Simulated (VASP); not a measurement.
Write the native input for VASP 6.6.1 that does the following.

* Task: single point
* Functional: PBE-based screened hybrid
* Potentials or basis: VASP PAW PBE potentials, release 64 (Cd, S, Hg)
* Cutoff: 520 eV
* k mesh: 4 × 4 × 2
* Occupations: gaussian, width 0.01 eV
* Spin: no spin polarisation
* Dipole correction: no
* Exchange at q = 0: truncated
* Grid for exact exchange (PRECFOCK): Normal
* Share of exact exchange: 0.15
* Screening parameter: 0.5
* Further INCAR settings: ALGO = Normal; EDIFF = 1e-06; NBANDS = 26

The system is CdHgS2.

```
Cd S Hg
1.0
     4.18085    0.00000    0.00000
     0.00000    4.18085    0.00000
     0.00000    0.00000    5.88430
Cd S Hg
1 2 1
Direct
  0.00000 0.00000 0.00000
  0.00000 0.50000 0.24656
  0.50000 0.00000 0.75344
  0.50000 0.50000 0.50000
```

The cell was built by a generator and needn't be a form met in nature.

The input as run:

POSCAR

```
CdHgS2
1.0
    4.1808544799      0.0000000000      0.0000000000
    0.0000000000      4.1808544799      0.0000000000
    0.0000000000      0.0000000000      5.8842973378
Cd S Hg
1 2 1
Direct
    0.0000000000      0.0000000000      0.0000000000
    0.0000000000      0.5000000000      0.2465594816
    0.5000000000      0.0000000000      0.7534405184
    0.5000000000      0.5000000000      0.5000000000
```

INCAR.step1

```
ALGO     = Normal         # electronic algorithm
EDIFF    = 1E-5           # SCF threshold, eV
ENCUT    = 520            # plane-wave cutoff, eV
GGA      = PE             # functional
ISIF     = 2              # what is computed and relaxed
ISMEAR   = 0              # smearing method
LASPH    = T              # aspherical terms in the spheres
LREAL    = F              # projectors in reciprocal space
LWAVE    = T              # write WAVECAR
NBANDS   = 26             # bands
NELM     = 100            # most SCF steps
PREC     = Accurate       # precision mode
SIGMA    = 0.01           # smearing width, eV
```

INCAR.step2

```
AEXX     = 0.15           # exact-exchange fraction
ALGO     = Normal         # electronic algorithm
EDIFF    = 1E-6           # SCF threshold, eV
ENCUT    = 520            # plane-wave cutoff, eV
GGA      = PE             # functional
HFSCREEN = 0.5            # screening, 1/A
ISIF     = 2              # what is computed and relaxed
ISMEAR   = 0              # smearing method
ISTART   = 1            
LASPH    = T              # aspherical terms in the spheres
LCHARG   = T              # write CHGCAR
LELF     = T              # ELF
LHFCALC  = T              # exact exchange
LREAL    = F              # projectors in reciprocal space
LVHAR    = T            
LWAVE    = F              # write WAVECAR
NBANDS   = 26             # bands
NELM     = 100            # most SCF steps
PREC     = Accurate       # precision mode
PRECFOCK = Normal       
SIGMA    = 0.01           # smearing width, eV
```

KPOINTS

```
k-points
0
Gamma
  4 4 2
```

Potentials or basis: VASP PAW PBE potentials, release 64 (Cd, S, Hg).

The run is started by

```console
$ cat potpaw_PBE.64/Cd/POTCAR potpaw_PBE.64/S/POTCAR potpaw_PBE.64/Hg/POTCAR > POTCAR
$ cp INCAR.step1 INCAR
$ mpirun -np 1 vasp_std > vasp.out
$ cp INCAR.step2 INCAR
$ mpirun -np 1 vasp_std > vasp.out
```

It gave:

```yaml
Pressure: 1.3 GPa
Largest_force: 0.010 eV/Å
Band_gap_on_the_k_mesh: 0.55 eV, direct
```

Caveat: the k mesh is coarse (spacing up to 0.53 Å⁻¹), so the values aren't converged; the PAW data sets were made with another functional, which shifts forces and pressure a little; spin-orbit coupling is left out, which moves the levels of the heavy elements.

Run time: 12 min on 1 thread of Intel(R) Xeon(R) 6975P-C (Granite Rapids), with other jobs on the host, peak memory 0.36 GiB.
